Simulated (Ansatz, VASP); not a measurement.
# SrSbSBr2Cl (1T-SbSBr under 1T-SrClBr, AA'): VASP beside Ansatz

Aim: how closely do two programs agree when they are given the same cell, functional and k mesh? Of the first pair: The structure shown is the start of the Ansatz relaxation below; VASP solves that cell, so the two are compared at the walk's first step.

Program: Ansatz 0.2.0. Level of theory: plane waves, with VASP 6.6.1 beside it; single point at PBE with D3(BJ). Results are calculated unless marked as measured.

**1. The structure**

The cell holds 6 atoms: 2 Br, 1 Sb, 1 S, 1 Sr and 1 Cl. Its edges and angles: a = 4.095 Å, b = 4.095 Å, c = 42.744 Å, α = 90.0°, β = 90.0°, γ = 120.0°. Vacuum lies along c. The height across the vacuum is the one that the program set for its solve, not the one typed.

**2. Ansatz: relaxation, PBE with D3(BJ)**

Ansatz runs on its default PAW (the set named soft_2) files.

The two programs are compared at the cell with which this relaxation starts, whose forces are those of its first step.

Input file input.yaml:

```yaml
crystal:
  lattice:
    - [4.0947075, 0.0, 0.0]
    - [-2.04735375, 3.5461207161, 0.0]
    - [0.0, 0.0, 25.4718764251]
  atoms:
    - { symbol: Br, position: [0.6666666667, 0.3333333333, 0.3140718754] }
    - { symbol: Sb, position: [0.0, 0.0, 0.3765451376] }
    - { symbol: S, position: [0.3333333333, 0.6666666667, 0.4240658986] }
    - { symbol: Br, position: [0.6666666667, 0.3333333333, 0.5457687504] }
    - { symbol: Sr, position: [0.3333333333, 0.6666666667, 0.6217519288] }
    - { symbol: Cl, position: [0.0, 0.0, 0.6859281246] }
  periodic: [true, true, false]
kpoints:
  mp_grid: { grid: [9, 9, 1] }
hamiltonian:
  xc: pbe
  dispersion: d3bj
scf:
  occupations: { method: fermi_dirac, width: 0.05 }
relax:
  f_tol: 0.01
  max_steps: 90
  cell: {}
```

Run with:

```console
$ ansatz run input.yaml --threads 4 --pin off --max-ram 8192MiB --backend cpu --events-out ev --progress --plain --runs-dir out
```

Numbers of over 12 decimals in the logs are rounded to 6 here.

Output:

```text
Warning: crystal.periodic: the lattice vector that does not repeat stood 0.000° off the slab's normal, 25.472 Å along it as the deck builds it. The run solves the slab on a vector along the normal, 42.744 Å long, with every atom where it was (on the deck's vector they left 16.00 Å outside them, and the widest stretch free of ions among them is 3.10 Å). A fractional position that the run reports is one of the run's ce [...]
crystal.periodic: the lattice vector that does not repeat stood 0.000° off the slab's normal, 25.472 Å along it as the deck builds it. The run solves the slab on a vector along the normal, 42.744 Å long, with every atom where it was (on the deck's vector they left 16.00 Å outside them, and the widest stretch free of ions among them is 3.10 Å). A fractional position that the run reports is one of the run's cell, which [...]
Engine: ansatz 0.2.0, x86_64-unknown-linux-gnu
Pseudopotentials: kind: paw
Pseudopotential: Br, paw, valence charge 7, recommended cutoff 420 eV (normal), Br.paw.azcp
Pseudopotential: Sb, paw, valence charge 15, recommended cutoff 420 eV (normal), Sb.paw.azcp
Pseudopotential: S, paw, valence charge 6, recommended cutoff 420 eV (normal), S.paw.azcp
Pseudopotential: Sr, paw, valence charge 10, recommended cutoff 420 eV (normal), Sr.paw.azcp
Pseudopotential: Cl, paw, valence charge 7, recommended cutoff 420 eV (normal), Cl.paw.azcp
Functional definition: PBE
  parameter kappa = 0.804
  parameter beta = 0.066725
  exchange = pbe_x(kappa = kappa, mu = beta*pi^2/3)
  correlation = pbe_c(beta = beta)
Crystal: 6 atoms, lattice volume = 620.653 Å³
Basis set: ecut = 420 eV, 12059 PW (Γ), exchange–correlation on 60×60×576 points (8 copies of the dense FFT grid, shifted against one another)
Bands: 32, of which v1, the nominal top of the filled ones, is band 26 counted from 1 (25 counted from 0)
Symmetry: 6 space group operations
Space group: P3m1 (ITA 156), of the structure as read, at distance tolerance 8.5e-5 Å
k-points: 12 of 81 (time reversal used)
Non-local potential: Br, projectors of the file, l = 0: 2, l = 1: 2, l = 2: 2
Non-local potential: Sb, projectors of the file, l = 0: 2, l = 1: 2, l = 2: 2, l = 3: 2
Non-local potential: S, projectors of the file, l = 0: 2, l = 1: 2, l = 2: 2
Non-local potential: Sr, projectors of the file, l = 0: 3, l = 1: 2, l = 2: 2
Non-local potential: Cl, projectors of the file, l = 0: 2, l = 1: 2, l = 2: 2
PAW form: soft (Blöchl's): semilocal exchange-correlation on the pseudo side does not see the compensation charge
[...]
Crystal: 6 atoms, lattice volume = 634.599 Å³
Basis set: ecut = 420 eV, 12275 PW (Γ), exchange–correlation on 60×60×576 points (8 copies of the dense FFT grid, shifted against one another)
iter 1 solved again at ethr=3.88e-6 eV; its pass at ethr=3.10e-3 eV (dr2=2.02e-3 eV) is discarded
SCF iter   1: F=—  HF=-17585.738212 eV  |F-HF|=—  |Δ(HF+E_count)|=         —  Δρ=5.44e-4  dr2=1.96e-3  ethr=3.88e-6  ⟨swp⟩=4.1  Hψ=3011  notcnv=0
preconditioner: auto → Resta (q_TF=auto, 1.798 Å⁻¹)  ε∞=1.7  [insulator: Δε(μ)=1.203 eV  Ē_g=11.012 eV  σ=0.050 eV  W_gap=1.00  n_scr=54 (ndim 8)  ℏωp=9.3 eV  f_vac=0.700  D(μ)=0.00/eV (n_scr^D=0)  ε∞_Penn≈1.7  vacuum switching on, ρ_ref=8.8e-3 e/Å³]
SCF iter   2: F=—  HF=-17585.738297 eV  |F-HF|=—  |Δ(HF+E_count)|=   8.45e-5  Δρ=3.57e-4  dr2=1.76e-3  ethr=3.76e-6  ⟨swp⟩=2.8  Hψ=679  notcnv=0
SCF iter   3: F=—  HF=-17585.738744 eV  |F-HF|=—  |Δ(HF+E_count)|=   4.48e-4  Δρ=3.10e-4  dr2=5.54e-3  ethr=3.38e-6  ⟨swp⟩=3.2  Hψ=687  notcnv=0  recentre
SCF iter   4: F=—  HF=-17585.738241 eV  |F-HF|=—  |Δ(HF+E_count)|=   5.04e-4  Δρ=8.99e-5  dr2=4.29e-5  ethr=3.38e-6  ⟨swp⟩=2.2  Hψ=481  notcnv=0
SCF iter   5: F=—  HF=-17585.738403 eV  |F-HF|=—  |Δ(HF+E_count)|=   1.62e-4  Δρ=2.13e-5  dr2=2.31e-6  ethr=8.25e-8  ⟨swp⟩=3.2  Hψ=765  notcnv=0
SCF iter   6: F=—  HF=-17585.738404 eV  |F-HF|=—  |Δ(HF+E_count)|=   7.73e-7  Δρ=6.16e-6  dr2=1.87e-7  ethr=4.44e-9  ⟨swp⟩=3.1  Hψ=795  notcnv=0
SCF iter   7: F=-17585.738404 eV  HF=-17585.738404 eV  |F-HF|=2.04e-8  |Δ(HF+E_count)|=   6.10e-8  Δρ=2.30e-6  dr2=2.39e-8  ethr=2.94e-10  ⟨swp⟩=6.4  Hψ=1781  notcnv=0
SCF 4 converged in 7 iterations: F = -17585.738404 eV  dr2 = 2.39e-8
relax step   4: F+E_penalty+E_count = -17585.73840374 eV  Δ(F+E_penalty+E_count) = -1.248e-3 eV  max|allowed force component| = 1.486e-2 eV/Å  Δτ_max = 0.0294 Å  P = +0.146 N/m  Ω = 634.599 Å³  energy of the carried Pulay correction = -2.966e-4 eV  fix = [c, alpha, beta]  reactions: c +0.000 N/m  (7 SCF iters, dr2 threshold 1.53e-7 eV, accepted)
[...]
relax step   5: F+E_penalty+E_count = -17585.73856575 eV  Δ(F+E_penalty+E_count) = -1.620e-4 eV  max|allowed force component| = 4.121e-3 eV/Å  Δτ_max = 0.0057 Å  P = -0.016 N/m  Ω = 637.047 Å³  energy of the carried Pulay correction = -3.480e-4 eV  fix = [c, alpha, beta]  reactions: c -0.000 N/m  (7 SCF iters, dr2 threshold 1.40e-8 eV, accepted)
[...]
relax step   6: F+E_penalty+E_count = -17585.73887971 eV  Δ(F+E_penalty+E_count) = -3.140e-4 eV  max|allowed force component| = 4.181e-3 eV/Å  Δτ_max = 0.0000 Å  P = -0.018 N/m  Ω = 637.047 Å³  fix = [c, alpha, beta]  reactions: c -0.000 N/m  stress off target by 1.78e-2 N/m on what of the cell is left free  SCF on the basis re-selected at this cell (its energy is not comparable with the rows above)  (7 SCF iters)
basis re-selected at this cell: Δ(F+E_penalty+E_count) = -3.140e-4 eV, ΔP = -0.002 N/m vs the last step (what re-selecting the basis moved, of the pressure what is left beyond the Pulay correction that the steps carried, after the strain that the cell walked since its last selection, with what the two solves' SCF thresholds leave and, on support functions, any second-order correction that the steps lacked; it is no m [...]
SCF converged after 7 iterations
Free energy (F): -17585.738880 eV
Harris-Foulkes:  -17585.738880 eV  (|F-HF|=5.48e-9)
Internal energy: -17585.738879 eV  (E = F + TS)
E sigma→0 (E₀):  -17585.738879 eV
Entropy (-TS):   -0.000001 eV (-0.000 meV/atom)
Fermi energy:    -5.582169 eV
--- Per-component energies (eV) ---
  E_band       = -958.482605
  E_kinetic    = 985.048919
  E_local      = -116494.426304  (includes V_loc(G=0)·N_el)
  E_nonlocal   = 760.372718
  E_hartree    = 57510.142151
  E_xc         = -1044.934820
  E_vxc        = -674.461267  (∫ρ·V_xc dr)
  E_paw        = -13020.258889  (= ΣΔE_a)
  E_vpaw       = -555.301335  (= ΣTr[D̂ρ^β])
  E_aug_tail   = 0.000088  (compensation charges beyond the density's cutoff)
  E_ewald      = 53719.656382
  E_disp       = -1.339124  (pairwise vdW)
  E_smearing   = -0.000001  (= −TS)
  E_closure    = 0.000000  (closes the sum)
  Σ components = -17585.738880   (vs F -17585.738880, Δ=0.00e0)
--- Forces (eV/Å), atoms counted from 1 ---
  atom   1  Br    -0.00000000    -0.00000000    -0.00203000
  atom   2  Sb    -0.00000000    -0.00000000     0.00418071
  atom   3  S      0.00000000     0.00000000     0.00107906
  atom   4  Br     0.00000000     0.00000000    -0.00180916
  atom   5  Sr    -0.00000000    -0.00000000    -0.00058960
  atom   6  Cl    -0.00000000    -0.00000000    -0.00083138
  max |Σ_I F_I| component: 3.74e-7 eV/Å
--- 2D stress c σ (N/m, compression-positive) ---
       -0.017793       0.000000       0.000000
        0.000000      -0.017793       0.000000
        0.000000       0.000000      -0.000000
  P = ½ c Tr σ = -0.0178 N/m
--- Relaxed structure (5 steps of the walk, 5 accepted, 1 SCFs on fresh bases) ---
  F+E_penalty+E_count = -17585.73887971 eV   max|allowed force component| = 4.181e-3 eV/Å   (the final SCF, on the basis selected at the relaxed cell)
  cell:  # Å, volume = 637.0472 Å³
    - [4.148434, 0.0, 0]
    - [-2.074217, 3.592649, 0]
    - [0, 0, 42.743753]
  atoms:
    - { symbol: Br, position: [0.666667, 0.333333, 0.184482] }
    - { symbol: Sb, position: [5.096320325994445e-18, 0, 0.227689] }
    - { symbol: S, position: [0.333333, 0.666667, 0.257525] }
    - { symbol: Br, position: [0.666667, 0.333333, 0.326424] }
    - { symbol: Sr, position: [0.333333, 0.666667, 0.368201] }
    - { symbol: Cl, position: [-6.659391869263197e-18, 0, 0.404449] }
```

Reading the cycles: dr2 is the Hartree energy of the density residual (eV), the measure of convergence; HF is the Harris–Foulkes estimate of the energy, which meets the free energy F at convergence.

**3. VASP: single point, PBE with D3(BJ), start cell, pair 1**

The same cell, functional, mesh and smearing now go to VASP, with its own data sets.

Lines of VASP's logs that name or quote its potential files are left out, and so is its time.

Input file INCAR:

```
SYSTEM = SrSbSBr2Cl
PREC = Accurate
ENCUT = 400
EDIFF = 1E-06
NELM = 120
ISMEAR = -1
SIGMA = 0.05
LREAL = .FALSE.
ALGO = Normal
GGA = PE
IVDW = 12
NBANDS = 27
LORBIT = 11
LWAVE = .FALSE.
LCHARG = .FALSE.
ISIF = 2
LDIPOL = .TRUE.
IDIPOL = 3
DIPOL = 0.5 0.5 0.294
LVHAR = .TRUE.
LASPH = .TRUE.
GGA_COMPAT = .FALSE.
EFERMI = MIDGAP
NELMDL = -8
KPAR = 2
```

Input file POSCAR:

```
SrSbSBr2Cl
1.0
    4.0947080000      0.0000000000      0.0000000000
   -2.0473540000      3.5461210000      0.0000000000
    0.0000000000      0.0000000000     42.7437530000
Br Sb S Sr Cl
2 1 1 1 1
Direct
    0.6666666667      0.3333333333      0.1871618526
    0.6666666667      0.3333333333      0.3252347542
    0.0000000000      0.0000000000      0.2243909420
    0.3333333333      0.6666666667      0.2527095363
    0.3333333333      0.6666666667      0.3705146808
    0.0000000000      0.0000000000      0.4087585851
```

Input file KPOINTS:

```
Automatic mesh
0
Gamma
9 9 1
0 0 0
```

The projector-augmented-wave data sets are Br, Sb, S, Sr_sv and Cl (PBE family, release 64).

Run with:

```console
$ mpirun -np 2 vasp_std
```

Output:

```text
[banner, memory and clock lines left out]
running    2 mpi-ranks, on    1 nodes
 distrk:  each k-point on    1 cores,    2 groups
 distr:  one band on    1 cores,    1 groups

 POSCAR found type information on POSCAR BrSbS SrCl
 POSCAR found :  5 types and       6 ions
 LDA part: xc-table for (Slater+PW92), standard interpolation
 POSCAR, INCAR and KPOINTS ok, starting setup
 FFT: planning ... GRIDC
 FFT: planning ... GRID_SOFT
 FFT: planning ... GRID
 WAVECAR not read
 entering main loop
       N       E                     dE             d eps       ncg     rms          rms(c)
DAV:   1     0.332211913922E+03    0.33221E+03   -0.13092E+04   720   0.907E+02
DAV:   2     0.326925137384E+02   -0.29952E+03   -0.29549E+03   945   0.211E+02
DAV:   3    -0.208805656739E+02   -0.53573E+02   -0.53255E+02   837   0.898E+01
DAV:   4    -0.232132203872E+02   -0.23327E+01   -0.23228E+01   973   0.193E+01
DAV:   5    -0.232922199488E+02   -0.79000E-01   -0.78941E-01  1048   0.281E+00
DAV:   6    -0.232929857757E+02   -0.76583E-03   -0.76573E-03   925   0.302E-01
DAV:   7    -0.232930076223E+02   -0.21847E-04   -0.21845E-04   984   0.461E-02
DAV:   8    -0.232930083797E+02   -0.75748E-06   -0.75728E-06  1029   0.851E-03    0.189E+01
DAV:   9    -0.224548204501E+02    0.83819E+00   -0.22559E+00   676   0.684E+00    0.120E+01
DAV:  10    -0.224997896032E+02   -0.44969E-01   -0.16309E+00   764   0.593E+00    0.184E+00
DAV:  11    -0.224538097258E+02    0.45980E-01   -0.44073E-01   759   0.291E+00    0.907E-01
DAV:  12    -0.224493241603E+02    0.44856E-02   -0.37916E-02   808   0.847E-01    0.646E-01
DAV:  13    -0.224492211561E+02    0.10300E-03   -0.64010E-03   824   0.372E-01    0.199E-01
DAV:  14    -0.224490855743E+02    0.13558E-03   -0.15608E-03   840   0.206E-01    0.718E-02
[...]
DAV:  21    -0.224495401295E+02   -0.48176E-04   -0.21312E-06   709   0.518E-03    0.164E-03
DAV:  22    -0.224495859525E+02   -0.45823E-04   -0.19504E-06   692   0.448E-03    0.135E-03
DAV:  23    -0.224495914570E+02   -0.55045E-05   -0.85856E-08   485   0.127E-03    0.948E-04
DAV:  24    -0.224496022625E+02   -0.10806E-04   -0.17432E-07   580   0.120E-03    0.414E-04
DAV:  25    -0.224496093086E+02   -0.70461E-05   -0.10076E-07   519   0.102E-03    0.370E-04
DAV:  26    -0.224496111466E+02   -0.18380E-05   -0.22245E-08   417   0.554E-04    0.191E-04
DAV:  27    -0.224496129499E+02   -0.18033E-05   -0.25659E-08   424   0.503E-04    0.104E-04
DAV:  28    -0.224496134534E+02   -0.50356E-06   -0.79234E-09   423   0.299E-04
   1 F= -.23812937E+02 E0= -.23812920E+02  d E =-.344008E-04
```

From OUTCAR (step 3):

```text
ion  position               nearest neighbor table
   1  0.667  0.333  0.187-   3 2.85   3 2.85   3 2.85
   2  0.667  0.333  0.325-   5 3.06   5 3.06   5 3.06
   3  0.000  0.000  0.224-   4 2.66   4 2.66   4 2.66   1 2.85   1 2.85   1 2.85
   4  0.333  0.667  0.253-   3 2.66   3 2.66   3 2.66
   5  0.333  0.667  0.371-   6 2.87   6 2.87   6 2.87   2 3.06   2 3.06   2 3.06
   6  0.000  0.000  0.409-   5 2.87   5 2.87   5 2.87

  LATTYP: Found a hexagonal cell.
 ALAT       =     4.0947080000
 C/A-ratio  =    10.4387792731

 Subroutine GETGRP returns: Found  6 space group operations
 (whereof  6 operations were pure point group operations)

The static configuration has the point symmetry C_3v.

 Found     12 irreducible k-points:

   k-points           NKPTS =     12   k-points in BZ     NKDIM =     12   number of bands    NBANDS=     27

   dimension x,y,z NGX =    28 NGY =   28 NGZ =  280
   dimension x,y,z NGXF=    56 NGYF=   56 NGZF=  560

   ENCUT  =  400.0 eV  29.40 Ry    5.42 a.u.   6.68  6.68 69.70*2*pi/ulx,y,z

   NELECT =      42.0000    total number of electrons

 k-points in reciprocal lattice and weights: Automatic mesh
   0.00000000  0.00000000  0.00000000       0.012
   0.11111111  0.00000000  0.00000000       0.074
   0.22222222  0.00000000  0.00000000       0.074
   0.33333333  0.00000000  0.00000000       0.074
   0.44444444  0.00000000  0.00000000       0.074
   0.11111111  0.11111111  0.00000000       0.074
   0.22222222  0.11111111  0.00000000       0.148
   0.33333333  0.11111111  0.00000000       0.148
   0.44444444  0.11111111  0.00000000       0.074
   0.22222222  0.22222222  0.00000000       0.074
   0.33333333  0.22222222  0.00000000       0.148
   0.33333333  0.33333333  0.00000000       0.025

 dipolmoment           0.000000      0.000000      0.000448 electrons x Angstroem

 average (electrostatic) potential at core
       1 -68.9111       2 -68.2735       3 -96.4191       4 -94.1630       5 -44.0574
       6 -98.7738

 E-fermi :  -2.9712

 k-point     1 :       0.0000    0.0000    0.0000
  band No.  band energies     occupation
    ...
     17      -5.4059      2.00000
     18      -5.3891      2.00000
     19      -4.9350      2.00000
     20      -4.9350      2.00000
     21      -4.0390      2.00000
     22      -2.6498      0.00323
     23      -1.0263      0.00000
     24      -1.0263      0.00000
     25       0.0934      0.00000
     26       0.8512      0.00000
    ...

 k-point     2 :       0.1111    0.0000    0.0000
  band No.  band energies     occupation
    ...
     17      -5.2976      2.00000
     18      -5.1672      2.00000
     19      -4.9784      2.00000
     20      -4.9645      2.00000
     21      -3.7685      2.00000
     22      -2.2324      0.00000
     23      -0.9677      0.00000
     24      -0.7920      0.00000
     25       0.2789      0.00000
     26       0.7797      0.00000
    ...

 k-point     3 :       0.2222    0.0000    0.0000
  band No.  band energies     occupation
    ...
     17      -5.5415      2.00000
     18      -5.2472      2.00000
     19      -5.0675      2.00000
     20      -4.7910      2.00000
     21      -3.6259      2.00000
     22      -1.7144      0.00000
     23      -0.2243      0.00000
     24      -0.1955      0.00000
     25       0.1828      0.00000
     26       0.8183      0.00000
    ...

 Edisp (eV)   -1.36332

  Total       2.52279     2.52279     1.53408     0.00000    -0.00000     0.00000
  in kB       6.51243     6.51243     3.96012     0.00000    -0.00000     0.00000
  external pressure =        5.66 kB  Pullay stress =        0.00 kB

  energy-cutoff  :      400.00
  volume of cell :      620.65
      direct lattice vectors                 reciprocal lattice vectors
     4.094708000  0.000000000  0.000000000     0.244217658  0.140999137  0.000000000
    -2.047354000  3.546121000  0.000000000     0.000000000  0.281998274  0.000000000
     0.000000000  0.000000000 42.743753000     0.000000000  0.000000000  0.023395232

 POSITION                                       TOTAL-FORCE (eV/Angst)
 -----------------------------------------------------------------------------------
      2.04735      1.18204      8.00000        -0.000000      0.000000     -1.439363
      2.04735      1.18204     13.90175         0.000000     -0.000000      0.493591
      0.00000      0.00000      9.59131         0.000000      0.000000      0.774529
     -0.00000      2.36408     10.80175        -0.000000      0.000000      0.700985
     -0.00000      2.36408     15.83719        -0.000000      0.000000     -0.306984
      0.00000      0.00000     17.47188        -0.000000      0.000000     -0.222758
 -----------------------------------------------------------------------------------
    total drift:                                0.000000     -0.000000     -0.000354

  FREE ENERGIE OF THE ION-ELECTRON SYSTEM (eV)
  ---------------------------------------------------
  free  energy   TOTEN  =       -23.8129367319 eV

  energy  without entropy=      -23.8129023311  energy(sigma->0) =      -23.81291953

 vacuum level on the upper side and lower side of the slab         2.330         2.324

 total charge
# of ion       s       p       d       tot
------------------------------------------
    1        1.621   3.231   0.024   4.876
    2        1.609   3.277   0.008   4.894
    3        1.366   0.828   0.074   2.268
    4        1.359   2.320   0.000   3.679
    5        2.009   5.783   0.197   7.989
    6        1.595   3.564   0.000   5.159
--------------------------------------------------
tot          9.560  19.002   0.303  28.865

[... 3 further parts left out ...]
```

**4. Side by side**

Known differences besides the potentials themselves: Ansatz cuts the interaction across the vacuum, VASP repeats the sheet with a dipole correction; the data sets hold 52 valence electrons in Ansatz (on its default PAW (the set named soft_2) files) and 42 in VASP; the cutoff is 420 eV in Ansatz and 400 eV in VASP. Total energies have different zeros and are not compared.

Forces (eV/Å; atoms numbered as in POSCAR):

```
atom        Ansatz x, y, z          VASP x, y, z
 Br1  0.000, 0.000, -1.459  0.000, 0.000, -1.439
 Br2   0.000, 0.000, 0.514   0.000, 0.000, 0.494
 Sb3   0.000, 0.000, 0.792   0.000, 0.000, 0.775
  S4   0.000, 0.000, 0.704   0.000, 0.000, 0.701
 Sr5  0.000, 0.000, -0.302  0.000, 0.000, -0.307
 Cl6  0.000, 0.000, -0.249  0.000, 0.000, -0.223
```

The forces differ by 10 meV/Å r.m.s., which is 2.3 % of the r.m.s. force of 0.444 eV/Å (both taken over all components). With vacuum in the cell, a pressure given here is an average over mostly empty space and none of the material.

(Part 1 of 2 ends here.)

[Lines on the potential files, build, host, timing and source positions are cut from VASP's logs without a mark.]

[Logs are printed without paths, hosts, clocks, repeated set-up lines and the standing remarks that a program may print on its own settings, such as how far it seeks lower states.]

[Hosts, paths, dates, database ids (printed as entryN), source tags and the programs' standing remarks are cut or masked in the printed files.]
